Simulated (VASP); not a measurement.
Output of a VASP run:

OSZICAR:
```
       N       E                     dE             d eps       ncg     rms          rms(c)
DAV:   1     0.236910475220E+03    0.23691E+03   -0.91324E+03  2720   0.191E+03
DAV:   2     0.263442516482E+02   -0.21057E+03   -0.20062E+03  2888   0.259E+02
DAV:   3    -0.918144239016E+01   -0.35526E+02   -0.34839E+02  3323   0.115E+02
DAV:   4    -0.148452326983E+02   -0.56638E+01   -0.55646E+01  4766   0.412E+01
DAV:   5    -0.152735873517E+02   -0.42835E+00   -0.41941E+00  4091   0.126E+01    0.425E+01
DAV:   6    -0.264574612586E+02   -0.11184E+02   -0.37851E+01  3872   0.610E+01    0.146E+02
DAV:   7    -0.246347880466E+02    0.18227E+01   -0.40288E+00  4203   0.112E+01    0.372E+01
DAV:   8    -0.232384843791E+02    0.13963E+01   -0.54731E+01  3613   0.504E+01    0.631E+01
DAV:   9    -0.198229254530E+02    0.34156E+01   -0.86538E+00  4532   0.227E+01    0.275E+01
DAV:  10    -0.189895127968E+02    0.83341E+00   -0.38146E+00  4132   0.135E+01    0.872E+00
DAV:  11    -0.190620372281E+02   -0.72524E-01   -0.93097E-01  4708   0.447E+00    0.845E+00
DAV:  12    -0.190991199385E+02   -0.37083E-01   -0.24037E-01  4342   0.255E+00    0.107E+01
DAV:  13    -0.191139708833E+02   -0.14851E-01   -0.64089E-02  4309   0.233E+00    0.956E+00
DAV:  14    -0.191170910044E+02   -0.31201E-02   -0.35181E-02  4227   0.156E+00    0.972E+00
DAV:  15    -0.191228019611E+02   -0.57110E-02   -0.29281E-02  4497   0.134E+00    0.934E+00
DAV:  16    -0.191230919200E+02   -0.28996E-03   -0.52609E-03  4292   0.981E-01    0.911E+00
DAV:  17    -0.191287177332E+02   -0.56258E-02   -0.22165E-02  3960   0.135E+00    0.861E+00
DAV:  18    -0.191304492261E+02   -0.17315E-02   -0.50593E-03  4080   0.109E+00    0.810E+00
DAV:  19    -0.191293301102E+02    0.11191E-02   -0.62769E-03  4465   0.787E-01    0.762E+00
DAV:  20    -0.191302503136E+02   -0.92020E-03   -0.10483E-02  4098   0.632E-01    0.670E+00
DAV:  21    -0.191307348104E+02   -0.48450E-03   -0.26051E-03  4709   0.308E-01    0.643E+00
DAV:  22    -0.191306478305E+02    0.86980E-04   -0.52014E-04  4664   0.128E-01    0.638E+00
DAV:  23    -0.191307963037E+02   -0.14847E-03   -0.33139E-04  4494   0.182E-01    0.610E+00
DAV:  24    -0.191306051113E+02    0.19119E-03   -0.10290E-03  4444   0.251E-01    0.544E+00
DAV:  25    -0.191302275465E+02    0.37756E-03   -0.32290E-03  4451   0.533E-01    0.405E+00
DAV:  26    -0.191302792258E+02   -0.51679E-04   -0.17087E-03  4642   0.256E-01    0.291E+00
DAV:  27    -0.191301809916E+02    0.98234E-04   -0.46660E-04  4177   0.205E-01    0.198E+00
DAV:  28    -0.191303290401E+02   -0.14805E-03   -0.25438E-04  4520   0.127E-01    0.143E+00
DAV:  29    -0.191304002358E+02   -0.71196E-04   -0.30690E-04  4457   0.130E-01    0.417E-01
DAV:  30    -0.191303419108E+02    0.58325E-04   -0.23134E-04  4034   0.149E-01    0.266E-01
DAV:  31    -0.191303464441E+02   -0.45333E-05   -0.45821E-04  3969   0.131E-01    0.179E-01
DAV:  32    -0.191303551724E+02   -0.87284E-05   -0.71788E-05  4591   0.427E-02    0.137E-01
DAV:  33    -0.191303578804E+02   -0.27080E-05   -0.10475E-05  3136   0.214E-02    0.558E-02
DAV:  34    -0.191303597238E+02   -0.18434E-05   -0.59186E-06  3252   0.160E-02    0.368E-02
DAV:  35    -0.191303595172E+02    0.20660E-06   -0.33159E-06  2715   0.970E-03
   1 F= -.19130360E+02 E0= -.19115954E+02  d E =-.288119E-01  mag=    13.4015
```

OUTCAR:
```
------------------------ aborting loop because EDIFF is reached ----------------------------------------
  FORCE on cell =-STRESS in cart. coord.  units (eV):
  Direction    XX          YY          ZZ          XY          YZ          ZX
  --------------------------------------------------------------------------------------
  Total       -0.2256976     -0.2256977     -0.1933660      0.0000000      0.0000000     -0.0000000
  in kB       -5.3514109     -5.3514124     -4.5848113      0.0000000      0.0000000     -0.0000000
  external PRESSURE =      -5.0958782 kB  Pullay stress =       0.0000000 kB
  volume of cell :       67.57
      direct lattice vectors                 reciprocal lattice vectors
     3.644000000  0.000000000  0.000000000     0.274423710  0.158438581  0.000000000
    -1.822000000  3.155797000  0.000000000     0.000000000  0.316877163  0.000000000
     0.000000000  0.000000000  5.876000000     0.000000000  0.000000000  0.170183799
 POSITION                                       TOTAL-FORCE (eV/Angst)
 -----------------------------------------------------------------------------------
     -0.00000      2.10387      1.46900         0.000000     -0.000000      0.000000
      1.82200      1.05193      4.40700        -0.000000      0.000000      0.000000
 -----------------------------------------------------------------------------------
    total drift:                               -0.001166      0.000673     -0.000010
  FREE ENERGIE OF THE ION-ELECTRON SYSTEM (eV)
  ---------------------------------------------------
  free  energy   TOTEN  =       -19.1303595172 eV

  energy  without entropy=      -19.1015476500  energy(sigma->0) =      -19.11595358

 total charge

# of ion       s       p       d       f       tot
--------------------------------------------------
    1        2.073   5.570   0.471   5.516  13.630
    2        2.073   5.570   0.471   5.516  13.630
--------------------------------------------------
tot          4.147  11.139   0.941  11.032  27.259

 magnetization (x)

# of ion       s       p       d       f       tot
--------------------------------------------------
    1        0.004  -0.032   0.288   5.511   5.771
    2        0.004  -0.032   0.288   5.511   5.771
--------------------------------------------------
tot          0.008  -0.064   0.576  11.022  11.542
```
(Selected blocks of OUTCAR.)

File POSCAR:
```
Sm
1
    3.6440000000     0.0000000000     0.0000000000
   -1.8220000000     3.1557970000     0.0000000000
    0.0000000000     0.0000000000     5.8760000000
Sm
2
Direct
  0.3333330000   0.6666670000   0.2500000000
  0.6666670000   0.3333330000   0.7500000000
```

Task: Write an INCAR and KPOINTS that could have produced this output.

Result: One answer among several that fit: the input of the run itself, PBEsol GGA, plane waves, VASP's PBE PAW potentials (set 64).

### INCAR
```
! general
SYSTEM =Sm
PREC   =Accurate
ENCUT  =300
LREAL  =F
LASPH  =T

! electronic loop
EDIFF  =1E-6
NELM   =100
ALGO   =Normal
LMAXMIX=6

! smearing
ISMEAR =0
SIGMA  =0.05

! functional
GGA    =PS

! spin
ISPIN  =2
MAGMOM =2*5.0

! ions
ISIF   =2

! output
LWAVE  =F
LCHARG =F
LORBIT =11
```

File KPOINTS:
```
Automatic mesh
0
Gamma
7 7 4
0 0 0
```

POTCAR, in this order: Sm (PBE.64 set). Program: vasp_std.

At this cut-off the stress carries a Pulay error, which pulls relaxed volumes low.

The structure comes from a measured Sm entry of the Crystallography Open Database, whose conditions weren't checked. The cell was not relaxed at this level. VASP warned that the highest band is occupied, so more bands are needed.
